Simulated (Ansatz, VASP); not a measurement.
# Ba2CeSnO6 in two plane-wave programs, part 2 of 2

Wanted: the spread between two codes on one cell, functional and k mesh. The cell is taken from a series of runs on this material, whose earlier steps may have relaxed, scaled, displaced or heated it; both programs get it as it stands.

VASP 6.6.1 and Ansatz 0.2.0.

So far: Set-up; VASP: G0W0 gap, PBE, DFT+U.

In doubt: one-shot GW on d or f shells is unsure, so the values of those runs are not to be relied on.

### 3. Ansatz: G0W0 gap, PBE, DFT+U

Level of this step: Ansatz beside VASP: Kohn-Sham DFT, plane waves, PBE, DFT+U (Ansatz).

Ansatz runs on its PAW soft_1 files.

The same cell, functional and mesh now go to Ansatz, which takes its cutoff from its data sets.

input.yaml

```yaml
crystal:
  lattice:
    - [0.0, 4.32948904, 4.32948904]
    - [4.32948904, 0.0, 4.32948904]
    - [4.32948904, 4.32948904, 0.0]
  atoms:
    - { symbol: Ba, position: [0.25, 0.25, 0.25] }
    - { symbol: Ba, position: [0.75, 0.75, 0.75] }
    - { symbol: Ce, position: [0.0, 0.0, 0.0] }
    - { symbol: Sn, position: [0.5, 0.5, 0.5] }
    - { symbol: O, position: [0.74212518, 0.25787482, 0.25787482] }
    - { symbol: O, position: [0.25787482, 0.74212518, 0.74212518] }
    - { symbol: O, position: [0.25787482, 0.74212518, 0.25787482] }
    - { symbol: O, position: [0.74212518, 0.25787482, 0.74212518] }
    - { symbol: O, position: [0.25787482, 0.25787482, 0.74212518] }
    - { symbol: O, position: [0.74212518, 0.74212518, 0.25787482] }
kpoints:
  mp_grid: { grid: [2, 2, 2] }
hamiltonian:
  xc: pbe
  hubbard:
    projectors: ortho-atomic
    sites: [{ species: Ce, l: f, u_eff: 1.0 }]
  pseudopotentials: { kind: paw, azcp: { folder: soft_1 } }
scf:
  occupations: { method: fixed }
gw:
  n_empty_bands: 677
  ecut_chi: 150.0
  qp_bands: [v3, c3]
  qp_kpoints: band_edges
  screening: { model: contour_deformation }
```

Command:

```
$ ansatz run input.yaml --threads 2 --pin off --max-ram 92160MiB --backend cuda --events-out ev --progress --plain --runs-dir out --devices 1 --max-vram 13GiB
```

Numbers of over 12 decimals in the logs are rounded to 6 here.

The program printed:

```text
GPUs: using 1 of 1 available (devices: 1).
Engine: ansatz 0.2.0, x86_64-unknown-linux-gnu
Pseudopotentials: kind: paw
Pseudopotential: Ba, paw, valence charge 10, recommended cutoff 420 eV (normal), soft_1/Ba.paw.azcp
Pseudopotential: Ce, paw, valence charge 12, recommended cutoff 420 eV (normal), soft_1/Ce.paw.azcp
Pseudopotential: Sn, paw, valence charge 14, recommended cutoff 420 eV (normal), soft_1/Sn.paw.azcp
Pseudopotential: O, paw, valence charge 6, recommended cutoff 420 eV (normal), soft_1/O.paw.azcp
Functional definition: PBE
  parameter kappa = 0.804
  parameter beta = 0.066725
  exchange = pbe_x(kappa = kappa, mu = beta*pi^2/3)
  correlation = pbe_c(beta = beta)
device memory: the entry about to start is reckoned to put 2.5 GiB on a device that reports 40.4 GiB free (of which the cap on the GPU budget leaves the run 13.0 GiB)
GPU FFT provider: cuFFT
GPU libraries: cuBLAS 13.8.2, cuFFT 12.4.0, cuSOLVER 12.3.4
Crystal: 10 atoms, lattice volume = 162.308 Å³
Basis set: ecut = 420 eV, 3143 PW (Γ)
Bands: 51, of which v1, the nominal top of the filled ones, is band 41 counted from 1 (40 counted from 0)
Symmetry: 48 space group operations
Space group: Fm-3m (ITA 225), of the structure as read, at distance tolerance 5.5e-5 Å
k-points: 3 of 8
Non-local potential: Ba, projectors of the file, l = 0: 3, l = 1: 2, l = 2: 2, l = 3: 2
Non-local potential: Ce, projectors of the file, l = 0: 3, l = 1: 2, l = 2: 2, l = 3: 3
Non-local potential: Sn, projectors of the file, l = 0: 2, l = 1: 2, l = 2: 2, l = 3: 1
Non-local potential: O, projectors of the file, l = 0: 2, l = 1: 2, l = 2: 1
PAW form: soft (Blöchl's): semilocal exchange-correlation on the pseudo side does not see the compensation charge
PAW one-centre angular grid: Ba, 194 points (default); XC on 64 Gauss nodes
PAW one-centre angular grid: Ce, 590 points (default); XC on 64 Gauss nodes
PAW one-centre angular grid: Sn, 590 points (default); XC on 64 Gauss nodes
PAW one-centre angular grid: O, 110 points (default); XC on 64 Gauss nodes
Initial density: superposition of atomic densities (chi_scale 0.1, normalization cell, long waves of neutral atoms under a Hubbard term (reshape's long-wave potential 0.01 eV rms, cloud 2.81 Å wide))
Initial wavefunctions: pseudopotential atomic-orbital guess
GPU buffer pool allocated for 91125 grid points (all kernels)
GPU transforms: local potential and band sums: pruned to the plane-wave sphere, on 45×45×45
Functional: x = pbe(κ = 0.804, μ = 0.219515), c = pbe(β = 0.066725)
SCF iter   1: F=—  HF=-27918.955787 eV  |F-HF|=—  |Δ(HF+E_count)|=         —  Δρ=9.04e-2  dr2=2.82e1  ethr=3.10e-3  ⟨swp⟩=4.0  Hψ=548  notcnv=0  defer=13
preconditioner: auto → Resta (q_TF=auto, 2.435 Å⁻¹)  ε∞=6.1  [insulator: Δε(μ)=0.859 eV  Ē_g=11.306 eV  n_scr=50 (ndim 8)  ℏωp=25.4 eV  f_vac=0.000  ε∞_Penn≈6.1]
SCF iter   2: F=—  HF=-27918.822795 eV  |F-HF|=—  |Δ(HF+E_count)|=   1.33e-1  Δρ=8.01e-2  dr2=1.12e1  ethr=3.10e-3  ⟨swp⟩=4.3  Hψ=443  notcnv=0  defer=15
SCF iter   3: F=—  HF=-27916.245928 eV  |F-HF|=—  |Δ(HF+E_count)|=    2.58e0  Δρ=3.78e-2  dr2=2.51e0  ethr=3.10e-3  ⟨swp⟩=4.7  Hψ=511  notcnv=0  defer=12
SCF iter   4: F=—  HF=-27916.335842 eV  |F-HF|=—  |Δ(HF+E_count)|=   8.99e-2  Δρ=5.92e-2  dr2=9.85e0  ethr=3.06e-3  ⟨swp⟩=4.0  Hψ=316  notcnv=0  defer=9  recentre
SCF iter   5: F=—  HF=-27915.638290 eV  |F-HF|=—  |Δ(HF+E_count)|=   6.98e-1  Δρ=9.40e-3  dr2=2.06e-1  ethr=3.06e-3  ⟨swp⟩=3.0  Hψ=214  notcnv=0  defer=14
SCF iter   6: F=—  HF=-27915.604912 eV  |F-HF|=—  |Δ(HF+E_count)|=   3.34e-2  Δρ=2.00e-3  dr2=8.85e-3  ethr=2.51e-4  ⟨swp⟩=2.7  Hψ=269  notcnv=0  defer=14
SCF iter   7: F=—  HF=-27915.607930 eV  |F-HF|=—  |Δ(HF+E_count)|=   3.02e-3  Δρ=1.88e-3  dr2=7.62e-3  ethr=1.08e-5  ⟨swp⟩=2.7  Hψ=276  notcnv=0  defer=21
SCF iter   8: F=—  HF=-27915.607274 eV  |F-HF|=—  |Δ(HF+E_count)|=   6.56e-4  Δρ=2.51e-4  dr2=1.43e-4  ethr=9.29e-6  ⟨swp⟩=3.3  Hψ=250  notcnv=0  defer=18
SCF iter   9: F=—  HF=-27915.607281 eV  |F-HF|=—  |Δ(HF+E_count)|=   6.91e-6  Δρ=3.99e-5  dr2=3.88e-6  ethr=1.74e-7  ⟨swp⟩=2.3  Hψ=212  notcnv=0  defer=21
SCF iter  10: F=—  HF=-27915.607283 eV  |F-HF|=—  |Δ(HF+E_count)|=   1.85e-6  Δρ=2.53e-5  dr2=1.49e-6  ethr=4.73e-9  ⟨swp⟩=2.3  Hψ=215  notcnv=0  defer=9
SCF iter  11: F=-27915.607283 eV  HF=-27915.607283 eV  |F-HF|=7.85e-9  |Δ(HF+E_count)|=   9.76e-8  Δρ=2.29e-6  dr2=1.37e-8  ethr=1.22e-10  ⟨swp⟩=10.3  Hψ=710  notcnv=0
SCF 1 converged in 11 iterations: F = -27915.607283 eV  dr2 = 1.37e-8
  greatest PAW one-centre occupation: 0.996 electrons in one spin orbital (limit 2), on the Sn atom at site 3 (counted from 0), in its partial waves of l = 2
device memory: the entry about to start is reckoned to put 3.1 GiB on a device that reports 40.4 GiB free (of which the cap on the GPU budget leaves the run 13.0 GiB)
NSCF: frozen V_eff on 3 k-points
the band table was solved once the SCF had ended and its energy, with any forces and stress, was formed, with the checks that follow a solve (458 applications of the Hamiltonian). They found nothing against the state; the energy, forces and stress were not computed again (output.eigenvalues in the input reference)
device memory: the entry about to start is reckoned to put 4.0 GiB on a device that reports 40.5 GiB free (of which the cap on the GPU budget leaves the run 13.0 GiB)
NSCF: frozen V_eff on 3 k-points
G₀W₀ screening: q 1/3
[... further progress lines ...]
device memory: the entry about to start is reckoned to put 1.1 GiB on a device that reports 40.3 GiB free (of which the cap on the GPU budget leaves the run 13.0 GiB)
NSCF: frozen V_eff on 1 k-points
device memory: the entry about to start is reckoned to put 1.1 GiB on a device that reports 40.3 GiB free (of which the cap on the GPU budget leaves the run 13.0 GiB)
NSCF: frozen V_eff on 1 k-points
SCF converged after 11 iterations
Free energy (F): -27915.607283 eV
Harris-Foulkes:  -27915.607283 eV  (|F-HF|=7.85e-9)
Internal energy: -27915.607283 eV  (E = F + TS)
E sigma→0 (E₀):  -27915.607283 eV
Fermi energy:    8.949845 eV
--- Per-component energies (eV) ---
  E_band       = -97.944470
  E_kinetic    = 1740.383264
  E_local      = -4200.327064  (includes V_loc(G=0)·N_el)
  E_nonlocal   = 741.220941
  E_hartree    = 1717.394180
  E_xc         = -1103.229868
  E_vxc        = -1063.069823  (∫ρ·V_xc dr)
  E_hubbard    = 0.465799  (on-site DFT+U / exact-exchange correction)
  E_vhub       = 0.414764  (the Hubbard potential's part of the band-sum identity)
  E_paw        = -21311.453767  (= ΣΔE_a)
  E_vpaw       = -751.359182  (= ΣTr[D̂ρ^β])
  E_aug_tail   = 0.004916  (compensation charges beyond the density's cutoff)
  E_ewald      = -5500.065685
  E_smearing   = -0.000000  (= −TS)
  E_closure    = -0.000000  (closes the sum)
  Σ components = -27915.607283   (vs F -27915.607283, Δ=0.00e0)
--- Band table (eV) ---
  k-point 0: bands = [... 37 lower, 8.2234, 8.9498, 8.9498, 8.9498, 11.3296, 11.5642, 11.5642, 11.5642, ... 6 higher]
  k-point 1: bands = [... 37 lower, 8.3996, 8.4343, 8.7719, 8.7719, 11.3274, 11.4664, 11.5236, 11.5236, ... 6 higher]
  k-point 2: bands = [... 37 lower, 8.2044, 8.3617, 8.3617, 8.9067, 11.3289, 11.5137, 11.5137, 11.5564, ... 6 higher]
Occupation matrices written to <dir>
--- G₀W₀: contour deformation, 6 samples at zero and on the imaginary axis and 1 off it, 8 q-points, 677 empty bands' worth ---
  eigenvalues of the whole cell's RPA ε∞ on this k-mesh (on a slab, of 1 + 4πα/V) = 4.8735, 4.8735, 4.8735; static W/v taken at q = 0 is 0.205190
  bands read: the sum over 718 bands ends inside a degenerate multiplet in 2 slots, whose members it reads at an even weight; the widest, k=0: bands 717 to 719 (counted from 1) at 2/3 each
  gw.qp_kpoints: band_edges: 3 of 3 stored k-points solved, in 1 pass; an edge of the gap read off the rows below is read off those points alone
  `?` marks the rows in doubt; gw_qp.tsv's column doubts and the gw_qp event give each row's grounds
    ik  band        ε_KS         Σx   Σc(E_QP)       V_xc       Z   E_QP_lin       E_QP  E_QP is
     0    39      8.9498   -25.6001     4.7401   -20.2867  0.7204     8.3697     8.3766  root
     0    40      8.9498   -25.6001     4.7401   -20.2867  0.7204     8.3697     8.3766  root
     0    41      8.9498   -25.6001     4.7401   -20.2867  0.7204     8.3697     8.3766  root
     0    42     11.3296   -22.6374   -12.6651   -37.1157  0.5721    13.3985    13.1428  root ?
     0    43     11.5642   -23.5437   -12.0579   -37.4108  0.5726    13.6295    13.3734  root ?
     0    44     11.5642   -23.5437   -12.0579   -37.4108  0.5726    13.6295    13.3734  root ?
     1    39      8.4343   -25.0129     4.8386   -19.5423  0.7154     7.7928     7.8024  root
     1    40      8.7719   -26.5017     3.8134   -22.3054  0.7285     8.3864     8.3890  root
     1    41      8.7719   -26.5017     3.8134   -22.3054  0.7285     8.3864     8.3890  root
     1    42     11.3274   -22.5790   -12.6245   -37.0144  0.5729    13.3921    13.1382  root ?
     1    43     11.4664   -24.0762   -10.7600   -36.7268  0.5999    13.5912    13.3570  root ?
     1    44     11.5236   -23.4490   -12.1232   -37.3998  0.5743    13.6081    13.3512  root ?
     2    39      8.3617   -25.3209     4.3129   -20.4701  0.7195     7.8172     7.8238  root
     2    40      8.3617   -25.3209     4.3129   -20.4701  0.7195     7.8172     7.8238  root
     2    41      8.9067   -25.4360     4.7100   -20.1442  0.7206     8.3177     8.3250  root
     2    42     11.3289   -22.5840   -12.6264   -37.0207  0.5728    13.3931    13.1392  root ?
     2    43     11.5137   -23.4828   -12.0159   -37.3304  0.5762    13.6000    13.3454  root ?
     2    44     11.5137   -23.4828   -12.0159   -37.3304  0.5762    13.6000    13.3454  root ?
```

### 4. Side by side

Known differences besides the potentials themselves: U acts on the PAW sphere in VASP and on atomic orbitals in Ansatz, so only states and trends compare; fixed occupations in Ansatz, narrow Gaussian smearing in VASP; the cutoff is 420 eV in Ansatz and 440 eV in VASP; Ansatz integrates over frequency by contour deformation, VASP on a grid of NOMEGA points; Ansatz's G0W0 levels solve the quasiparticle equation, VASP's are linearised. Total energies have different zeros and are not compared.

The two programs side by side:

| quantity | Ansatz | VASP | difference |
| --- | --- | --- | --- |
| G0W0 gap on the mesh (eV) | 4.75 | 4.94 | -0.19 |
| Kohn-Sham gap under it (eV) | 2.38 | 2.39 | -0.01 |

### 5. What came out

| Property | Result |
| --- | --- |
| difference in G0W0 gap on the mesh (G0W0 gap, PBE, DFT+U) | -0.19 eV |

What this shows: The difference in G0W0 gap on the mesh is -0.19 eV (G0W0 gap, PBE, DFT+U). Part of the difference in the G0W0 gap can come from VASP's linearised levels. How closely two codes agree says nothing of how well the functional describes the real material.

[Lines on the potential files, build, host, timing and source positions are cut from VASP's logs without a mark.]

[Logs are printed without paths, hosts, clocks, repeated set-up lines and the standing remarks that a program may print on its own settings, such as how far it seeks lower states.]

[Hosts, paths, dates, database ids (printed as entryN), source tags and the programs' standing remarks are cut or masked in the printed files.]
